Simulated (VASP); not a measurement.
Method: PBE GGA, VASP's PBE PAW potentials (set 64) (plane waves; VASP).

A VASP calculation is set up with these files.

### INCAR
```
SYSTEM = NiSi2
PREC = Accurate
ENCUT = 400
EDIFF = 1E-6
NELM = 100
ALGO = Normal
LREAL = .FALSE.
LASPH = .TRUE.
ISMEAR = 1
SIGMA = 0.1
GGA = PE
LMAXMIX = 4
LWAVE = .FALSE.
LCHARG = .FALSE.
ISIF = 2
```

POSCAR:
```
NiSi2
1.0
  0.0000000000   2.7050000000   2.7050000000
  2.7050000000   0.0000000000   2.7050000000
  2.7050000000   2.7050000000   0.0000000000
Si Ni
2 1
direct
  0.2500000000   0.2500000000   0.2500000000
  0.7500000000   0.7500000000   0.7500000000
  0.0000000000   0.0000000000   0.0000000000
```

KPOINTS:
```
Automatic
0
Monkhorst
 3 3 3
```

POTCAR, in this order: Si Ni (PBE.64 set). Program: vasp_std.

Gaps are read on the run's mesh, which can miss a band edge.

### Question
What does the run give for the energy per atom (σ→0), band gap (on the k-mesh)?

### Answer

- energy per atom (σ→0) = -5681 meV/atom
- band gap (on the k-mesh) = none (metal, semimetal or under 0.01 eV)

### OSZICAR
```
...
DAV:  10    -0.170464142694E+02    0.25981E-01   -0.12727E-01   124   0.106E+01    0.693E-01
DAV:  11    -0.170441601508E+02    0.22541E-02   -0.13571E-02   132   0.253E+00    0.337E-01
DAV:  12    -0.170441485397E+02    0.11611E-04   -0.13842E-03   153   0.720E-01    0.831E-02
DAV:  13    -0.170441557021E+02   -0.71624E-05   -0.99784E-05   151   0.189E-01    0.454E-02
DAV:  14    -0.170441544546E+02    0.12475E-05   -0.66063E-06   114   0.191E-02    0.291E-02
DAV:  15    -0.170441493364E+02    0.51182E-05   -0.21029E-05   114   0.119E-01    0.535E-03
DAV:  16    -0.170441496645E+02   -0.32808E-06   -0.12081E-06    67   0.106E-02
   1 F= -.17044150E+02 E0= -.17044014E+02  d E =-.407549E-03
```

The compound is NiSi2 in the fluorite structure. The cell was not relaxed at this level. The k-mesh is coarse (spacing up to 0.67 per Å, 2π included), so the numbers may not be converged in it. The run is one of a series of settings (KPOINTS 3×3×3 Monkhorst-Pack mesh against the base run), some of them coarse on purpose. The run is not spin-polarised, so no magnetic state was tried.
